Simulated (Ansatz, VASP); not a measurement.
# Cross-check of C (amorphous film on crystalline C, (100)) between VASP and Ansatz

Wanted: the spread between two codes on one cell, functional and k mesh. The cell is taken from a series of runs on this material, whose earlier steps may have relaxed, scaled, displaced or heated it; both programs get it as it stands.

Method: plane waves, with VASP 6.6.1 beside it; single point at RPBE, in Ansatz 0.2.0.

### 1. Set-up

The cell holds 216 atoms: 216 C. Its edges and angles: a = 10.698 Å, b = 10.698 Å, c = 22.983 Å, α = 90.0°, β = 90.0°, γ = 90.0°. It derives from C (diamond C). As first built, before any earlier steps moved the atoms (in the runner's words): A 3 x 3 x 3 block of diamond C (a = 3.566 A) with its (100) planes normal to z; the lower 33 % held fixed, the rest melted at 8000 K for 10 ps and cooled to 300 K at 100 K/ps with the Tersoff potential (Tersoff, Phys. Rev. B 39, 5566 (1989)); then all atoms free for 10 ps at 300 K, under. . Vacuum lies along c.

### 2. VASP: single point, RPBE

A single point gives forces, pressure and levels at one fixed geometry, so differences don't come from the geometry; what else differs is listed under the comparison.

Lines of VASP's logs that name or quote its potential files are left out, and so is its time.

INCAR reads:

```
SYSTEM = C
PREC = Accurate
ENCUT = 520
EDIFF = 1E-06
NELM = 120
ISMEAR = 0
SIGMA = 0.05
LREAL = Auto
ALGO = Normal
GGA = RP
NBANDS = 583
LORBIT = 11
LWAVE = .FALSE.
LCHARG = .FALSE.
ISIF = 2
LASPH = .TRUE.
GGA_COMPAT = .FALSE.
```

POSCAR reads:

```
C
1.0
   10.6980000000      0.0000000000      0.0000000000
    0.0000000000     10.6980000000      0.0000000000
    0.0000000000      0.0000000000     22.9832900000
C
216
Direct
    0.0531400000      0.1298200000      0.9033200000
    0.1716500000      0.1827800000      0.9320400000
    0.0963000000      0.2580600000      0.9768800000
    0.1711700000      0.3398000000      0.0165100000
    0.2567700000      0.0951300000      0.9712300000
    0.3390200000      0.1783500000      0.0151600000
    0.2276700000      0.3010800000      0.9051100000
    0.3411200000      0.3481500000      0.9389500000
    0.1361600000      0.3925100000      0.9025800000
    0.1764800000      0.5127800000      0.9345300000
    0.0841600000      0.5877500000      0.9737000000
    0.1678800000      0.6812100000      0.0159400000
    0.2599300000      0.4368800000      0.9792500000
    0.3324300000      0.5188200000      0.0201300000
    0.2232100000      0.6348000000      0.9076200000
    0.3363200000      0.6882500000      0.9395100000
    0.1305100000      0.7262000000      0.9060000000
    0.1807900000      0.8417100000      0.9363900000
    0.0873300000      0.9302600000      0.9703100000
    0.1682100000      0.0101600000      0.0106700000
    0.2573800000      0.7647800000      0.9841300000
    0.3406800000      0.8494800000      0.0241400000
    0.2982800000      0.8937500000      0.9085000000
    0.3484700000      0.0082300000      0.9388500000
    0.4641300000      0.0624800000      0.9105300000
    0.5081900000      0.1838500000      0.9391800000
    0.4179400000      0.2590600000      0.9793700000
    0.5056000000      0.3509600000      0.0223300000
    0.5980400000      0.1105100000      0.9817900000
    0.6791100000      0.1934900000      0.0197200000
[... 180 atom lines left out ...]
    0.5383200000      0.8677600000      0.2637900000
    0.7955500000      0.4046500000      0.2945400000
    0.9814000000      0.4960100000      0.2249000000
    0.0483200000      0.2354700000      0.1446200000
    0.6857000000      0.3519000000      0.2565500000
    0.9982200000      0.6531600000      0.0702800000
```

KPOINTS reads:

```
Automatic mesh
0
Gamma
1 1 1
0 0 0
```

PAW data sets: C (PBE family, release 64).

On the command line:

```sh
export OMP_NUM_THREADS=3
mpirun -np 1 vasp_gam
```

Numbers of over 12 decimals in the logs are rounded to 6 here.

The log of the run:

```text
[banner, memory and clock lines left out]
running    1 mpi-ranks, on    1 nodes
[...]
Offloading initialized ...    1 GPUs detected
[...]
|                                                                             |
|               ----> ADVICE to this user running VASP <----                  |
|                                                                             |
|     You enforced a specific xc type in the INCAR file but a different       |
|     [... a line on the potential file left out ...]
|     I HOPE YOU KNOW WHAT YOU ARE DOING!                                     |
|                                                                             |

 LDA part: xc-table for (Slater+PW92), standard interpolation
 POSCAR, INCAR and KPOINTS ok, starting setup
[...]
entering main loop
       N       E                     dE             d eps       ncg     rms          rms(c)
DAV:   1     0.737886456619E+04    0.73789E+04   -0.48260E+05  1166   0.142E+03
DAV:   2    -0.102893382633E+04   -0.84078E+04   -0.79736E+04  1549   0.347E+02
DAV:   3    -0.177147255714E+04   -0.74254E+03   -0.72808E+03  1444   0.103E+02
DAV:   4    -0.179797517535E+04   -0.26503E+02   -0.26352E+02  1524   0.205E+01
[...]
DAV:  29    -0.171647753271E+04   -0.95121E-05   -0.44039E-07   948   0.669E-04    0.646E-04
DAV:  30    -0.171647753554E+04   -0.28242E-05   -0.18674E-07   916   0.425E-04    0.192E-04
DAV:  31    -0.171647753634E+04   -0.80391E-06   -0.84268E-08   884   0.259E-04
   1 F= -.17164775E+04 E0= -.17164525E+04  d E =-.501323E-01
```

OUTCAR, selected parts (step 2):

```text
  FREE ENERGIE OF THE ION-ELECTRON SYSTEM (eV)
  ---------------------------------------------------
  free  energy   TOTEN  =     -1716.4775363394 eV

  energy  without entropy=    -1716.4274040876  energy(sigma->0) =    -1716.45247021
```

### 3. Ansatz: single point, RPBE

Ansatz runs on its default PAW (the set named soft_2) files.

The same cell, functional, mesh and smearing now go to Ansatz, which takes its cutoff from its data sets.

input.yaml reads:

```yaml
crystal:
  lattice:
    - [10.698, 0.0, 0.0]
    - [0.0, 10.698, 0.0]
    - [0.0, 0.0, 22.98329]
  atoms:
    - { symbol: C, position: [0.05314, 0.12982, 0.90332] }
    - { symbol: C, position: [0.17165, 0.18278, 0.93204] }
    - { symbol: C, position: [0.0963, 0.25806, 0.97688] }
    - { symbol: C, position: [0.17117, 0.3398, 0.01651] }
    - { symbol: C, position: [0.25677, 0.09513, 0.97123] }
    - { symbol: C, position: [0.33902, 0.17835, 0.01516] }
    - { symbol: C, position: [0.22767, 0.30108, 0.90511] }
    - { symbol: C, position: [0.34112, 0.34815, 0.93895] }
    - { symbol: C, position: [0.13616, 0.39251, 0.90258] }
    - { symbol: C, position: [0.17648, 0.51278, 0.93453] }
    - { symbol: C, position: [0.08416, 0.58775, 0.9737] }
    - { symbol: C, position: [0.16788, 0.68121, 0.01594] }
    - { symbol: C, position: [0.25993, 0.43688, 0.97925] }
    - { symbol: C, position: [0.33243, 0.51882, 0.02013] }
    - { symbol: C, position: [0.22321, 0.6348, 0.90762] }
    - { symbol: C, position: [0.33632, 0.68825, 0.93951] }
    - { symbol: C, position: [0.13051, 0.7262, 0.906] }
    - { symbol: C, position: [0.18079, 0.84171, 0.93639] }
    - { symbol: C, position: [0.08733, 0.93026, 0.97031] }
    - { symbol: C, position: [0.16821, 0.01016, 0.01067] }
    - { symbol: C, position: [0.25738, 0.76478, 0.98413] }
    - { symbol: C, position: [0.34068, 0.84948, 0.02414] }
    - { symbol: C, position: [0.29828, 0.89375, 0.9085] }
    - { symbol: C, position: [0.34847, 0.00823, 0.93885] }
    - { symbol: C, position: [0.46413, 0.06248, 0.91053] }
    - { symbol: C, position: [0.50819, 0.18385, 0.93918] }
    - { symbol: C, position: [0.41794, 0.25906, 0.97937] }
    - { symbol: C, position: [0.5056, 0.35096, 0.02233] }
    - { symbol: C, position: [0.59804, 0.11051, 0.98179] }
    - { symbol: C, position: [0.67911, 0.19349, 0.01972] }
[... 180 atom lines left out ...]
    - { symbol: C, position: [0.53832, 0.86776, 0.26379] }
    - { symbol: C, position: [0.79555, 0.40465, 0.29454] }
    - { symbol: C, position: [0.9814, 0.49601, 0.2249] }
    - { symbol: C, position: [0.04832, 0.23547, 0.14462] }
    - { symbol: C, position: [0.6857, 0.3519, 0.25655] }
    - { symbol: C, position: [0.99822, 0.65316, 0.07028] }
kpoints:
  mp_grid: { grid: [1, 1, 1] }
hamiltonian:
  xc: rpbe
scf:
  occupations: { method: gaussian, width: 0.05 }
output:
  forces: true
  eigenvalues: true
```

On the command line:

```sh
ansatz run input.yaml --threads 4 --pin off --max-ram 8192MiB --backend cpu --events-out ev --progress --plain --runs-dir out
```

The log of the run:

```text
Engine: ansatz 0.2.0, x86_64-unknown-linux-gnu
Pseudopotentials: kind: paw
Pseudopotential: C, paw, valence charge 4, recommended cutoff 420 eV (normal), C.paw.azcp
Functional definition: RPBE
  parameter kappa = 0.804
  parameter beta = 0.066725
  exchange = rpbe_x(kappa = kappa, mu = beta*pi^2/3)
  correlation = pbe_c(beta = beta)
Crystal: 216 atoms, lattice volume = 2630.373 Å³
Basis set: ecut = 420 eV, 51353 PW (Γ), exchange–correlation on 144×144×320 points (8 copies of the dense FFT grid, shifted against one another)
Bands: 648, of which v1, the nominal top of the filled ones, is band 432 counted from 1 (431 counted from 0)
Symmetry: 1 space group operations
Space group: P1 (ITA 1), of the structure as read, at distance tolerance 1.4e-4 Å
k-points: 1
Non-local potential: C, projectors of the file, l = 0: 2, l = 1: 2, l = 2: 1
PAW form: soft (Blöchl's): semilocal exchange-correlation on the pseudo side does not see the compensation charge
PAW frozen core: C, regenerated for the run's functional, and the local potential with it (the file was generated under x = pbe(κ = 0.804, μ = 0.219515), c = pbe(β = 0.066725))
PAW one-centre angular grid: C, 110 points (default); XC on 64 Gauss nodes
Initial density: superposition of atomic densities (neutral atoms: chi_scale 0, normalization atom), corrected by the library's trained network
Initial wavefunctions: pseudopotential atomic-orbital guess
Functional: x = rpbe, c = pbe(β = 0.066725)
SCF iter   1: F=—  HF=-54299.393432 eV  |F-HF|=—  |Δ(HF+E_count)|=         —  Δρ=1.31e-2  dr2=1.19e1  ethr=1.77e-3  ⟨swp⟩=7.0  Hψ=3384  notcnv=0  defer=182
preconditioner: auto → LDOS  [insulator: Δε(μ)=0.088 eV  Ē_g=15.138 eV  σ=0.050 eV  W_gap=0.79  n_scr=508 (ndim 8)  ℏωp=21.3 eV  f_vac=0.413  D(μ)=20.83/eV (n_scr^D=68)  ε∞_Penn≈3.0  β→1.0]
SCF iter   2: F=—  HF=-54300.154971 eV  |F-HF|=—  |Δ(HF+E_count)|=   7.62e-1  Δρ=1.16e-2  dr2=1.10e1  ethr=1.38e-3  ⟨swp⟩=3.0  Hψ=1337  notcnv=0  defer=207
SCF iter   3: F=—  HF=-54298.033719 eV  |F-HF|=—  |Δ(HF+E_count)|=    2.12e0  Δρ=3.06e-3  dr2=4.23e-1  ethr=1.27e-3  ⟨swp⟩=4.0  Hψ=1386  notcnv=0  defer=73
automatic band count: iteration 3 solves 516 bands in place of 648: the levels show a gap, and the empty bands left out lie too high to hold charge; the band table lists the bands solved (type scf.n_extra_bands for more)
SCF iter   4: F=—  HF=-54298.024482 eV  |F-HF|=—  |Δ(HF+E_count)|=   9.24e-3  Δρ=2.49e-3  dr2=3.39e-1  ethr=4.90e-5  ⟨swp⟩=3.0  Hψ=917  notcnv=0  defer=57
automatic band count: iteration 4 solves 500 bands in place of 516: the levels show a gap, and the empty bands left out lie too high to hold charge; the band table lists the bands solved (type scf.n_extra_bands for more)
SCF iter   5: F=—  HF=-54297.995175 eV  |F-HF|=—  |Δ(HF+E_count)|=   2.93e-2  Δρ=1.37e-3  dr2=9.08e-2  ethr=3.92e-5  ⟨swp⟩=4.0  Hψ=1319  notcnv=0  defer=205
automatic band count: iteration 5 solves 648 bands in place of 500: the levels no longer show a gap clear of their residuals, so the SCF keeps every band
SCF iter   6: F=—  HF=-54297.989790 eV  |F-HF|=—  |Δ(HF+E_count)|=   5.38e-3  Δρ=8.18e-4  dr2=2.84e-2  ethr=1.05e-5  ⟨swp⟩=2.0  Hψ=944  notcnv=0  defer=205
SCF iter   7: F=—  HF=-54297.988677 eV  |F-HF|=—  |Δ(HF+E_count)|=   1.11e-3  Δρ=5.56e-4  dr2=1.29e-2  ethr=3.29e-6  ⟨swp⟩=2.0  Hψ=744  notcnv=0  defer=205
SCF iter   8: F=—  HF=-54297.988133 eV  |F-HF|=—  |Δ(HF+E_count)|=   5.44e-4  Δρ=3.34e-4  dr2=4.46e-3  ethr=1.50e-6  ⟨swp⟩=2.0  Hψ=616  notcnv=0  defer=205
SCF iter   9: F=—  HF=-54297.988075 eV  |F-HF|=—  |Δ(HF+E_count)|=   5.83e-5  Δρ=1.91e-4  dr2=1.42e-3  ethr=5.16e-7  ⟨swp⟩=3.0  Hψ=794  notcnv=0  defer=205
SCF iter  10: F=—  HF=-54297.988215 eV  |F-HF|=—  |Δ(HF+E_count)|=   1.40e-4  Δρ=1.32e-4  dr2=7.57e-4  ethr=1.64e-7  ⟨swp⟩=3.0  Hψ=923  notcnv=0  defer=205
SCF iter  11: F=—  HF=-54297.988231 eV  |F-HF|=—  |Δ(HF+E_count)|=   1.61e-5  Δρ=8.68e-5  dr2=3.38e-4  ethr=8.76e-8  ⟨swp⟩=2.0  Hψ=626  notcnv=0  defer=205
SCF iter  12: F=—  HF=-54297.988207 eV  |F-HF|=—  |Δ(HF+E_count)|=   2.42e-5  Δρ=5.73e-5  dr2=1.29e-4  ethr=3.91e-8  ⟨swp⟩=2.0  Hψ=616  notcnv=0  defer=205
SCF iter  13: F=—  HF=-54297.988227 eV  |F-HF|=—  |Δ(HF+E_count)|=   2.01e-5  Δρ=2.98e-5  dr2=4.22e-5  ethr=1.50e-8  ⟨swp⟩=2.0  Hψ=492  notcnv=0  defer=205
SCF iter  14: F=—  HF=-54297.990185 eV  |F-HF|=—  |Δ(HF+E_count)|=   1.96e-3  Δρ=1.96e-5  dr2=1.84e-5  ethr=4.88e-9  ⟨swp⟩=2.0  Hψ=820  notcnv=0  defer=205
SCF iter  15: F=—  HF=-54297.990186 eV  |F-HF|=—  |Δ(HF+E_count)|=   8.50e-7  Δρ=1.39e-5  dr2=9.08e-6  ethr=2.13e-9  ⟨swp⟩=2.0  Hψ=644  notcnv=0  defer=205
SCF iter  16: F=—  HF=-54297.990188 eV  |F-HF|=—  |Δ(HF+E_count)|=   2.24e-6  Δρ=8.00e-6  dr2=3.21e-6  ethr=1.05e-9  ⟨swp⟩=2.0  Hψ=815  notcnv=0  defer=205
[...]
atom 170  C     -0.09155752    -0.07525317     0.20583734
  atom 171  C      0.00018750     0.00244241    -0.00530707
  atom 172  C     -0.02230952    -0.01144447    -0.00210285
  atom 173  C     -0.00157412     0.01042622     0.00387425
  atom 174  C      0.02055141    -0.02470214    -0.03787906
  atom 175  C     -0.17256296    -0.13328415     0.61199364
  atom 176  C     -0.04548999     0.00089655     0.00014691
  atom 177  C      0.11315373    -0.16538160     9.14887733
  atom 178  C     -0.01558485    -0.00727940    -0.00508122
  atom 179  C      0.00784059     0.00745991     0.00364833
  atom 180  C      0.00406431    -0.00028666    -0.00152322
  atom 181  C      0.02076458     0.06412279     0.24103908
  atom 182  C     -0.00351932     0.00376810    -0.00068865
  atom 183  C      0.01233973     0.00922275    -0.00113274
  atom 184  C     -0.26348116     0.23677590     1.57456077
  atom 185  C     -0.39458958     1.05288460     8.54514889
  atom 186  C     -0.07861103    -0.23453161     2.20076466
  atom 187  C     -0.00402015    -0.02874363    -0.01190769
  atom 188  C      0.04884540    -0.01923913     0.08903588
  atom 189  C      0.50187650    -0.78069206     7.34996103
  atom 190  C     -0.00134208    -0.00626342     0.00231788
  atom 191  C     -0.00983037     0.00319957    -0.00689583
  atom 192  C      0.00380652     0.01002085    -0.02838087
  atom 193  C      0.00803171    -0.00224216     0.00277878
[...]
atom 209  C     -0.00365561     0.00241446    -0.00207055
  atom 210  C      0.06069326     0.03883792     0.34737008
  atom 211  C      0.03260899     0.01099984    -0.03050313
  atom 212  C     -0.00484801    -0.00102861    -0.00226255
  atom 213  C     -0.00255272     0.00479427    -0.05765132
  atom 214  C     -0.01456667    -0.05602533     0.04471555
  atom 215  C     -0.00200195    -0.00162885     0.00639041
  atom 216  C      0.22256147    -0.06079117     2.79893314
  max |Σ_I F_I| component: 4.91e-5 eV/Å
--- Band table (eV) ---
  k-point 0: bands = [... 428 lower, 3.7427, 3.7733, 3.9367, 4.1115, 4.1462, 4.2623, 4.3616, 4.4950, ... 212 higher]
```

The column dr2 measures how far the density is from self-consistency, as an energy; F and HF (Harris–Foulkes) agree once it is small.

### 4. Side by side

Known differences besides the potentials themselves: the cutoff is 420 eV in Ansatz and 520 eV in VASP (PREC = Accurate, projectors in real space); Ansatz makes its cores anew for this functional, VASP keeps those of its PBE data sets. Total energies have different zeros and are not compared.

Forces on 10 of the 216 atoms, those with the largest forces and the largest differences (eV/Å; atoms numbered as in POSCAR):

```tsv
atom	Ansatz x, y, z	VASP x, y, z
C1	0.015, 0.029, 0.011	0.069, -0.009, -0.020
C6	1.213, 0.093, -10.661	1.201, 0.075, -10.653
C12	0.007, 1.225, -10.332	-0.025, 1.213, -10.328
C20	-0.990, -0.021, -10.037	-0.985, -0.013, -10.045
C23	0.011, -0.029, -0.012	-0.038, 0.014, -0.046
C39	0.033, 0.057, 0.034	-0.012, 0.108, 0.002
C52	-0.791, -0.762, -9.389	-0.796, -0.774, -9.384
C95	2.458, -1.865, 9.081	2.478, -1.898, 9.098
C177	0.113, -0.165, 9.149	0.135, -0.178, 9.144
C196	-1.135, 1.206, 9.252	-1.155, 1.217, 9.241
```

The forces differ by 18 meV/Å r.m.s., which is 0.9 % of the r.m.s. force of 2.103 eV/Å (both taken over all components). With vacuum in the cell, a pressure given here is an average over mostly empty space and none of the material.

### 5. What came out

* r.m.s. force difference (single point, RPBE): 0.87 % of the r.m.s. force

**Reading.** The r.m.s. force difference is 0.87 % of the r.m.s. force (single point, RPBE), within the 3 % picked in this series as the mark of a large difference. How closely two codes agree says nothing of how well the functional describes the real material.

[Lines on the potential files, build, host, timing and source positions are cut from VASP's logs without a mark.]

[Logs are printed without paths, hosts, clocks, repeated set-up lines and the standing remarks that a program may print on its own settings, such as how far it seeks lower states.]

[Hosts, paths, dates, database ids (printed as entryN), source tags and the programs' standing remarks are cut or masked in the printed files.]
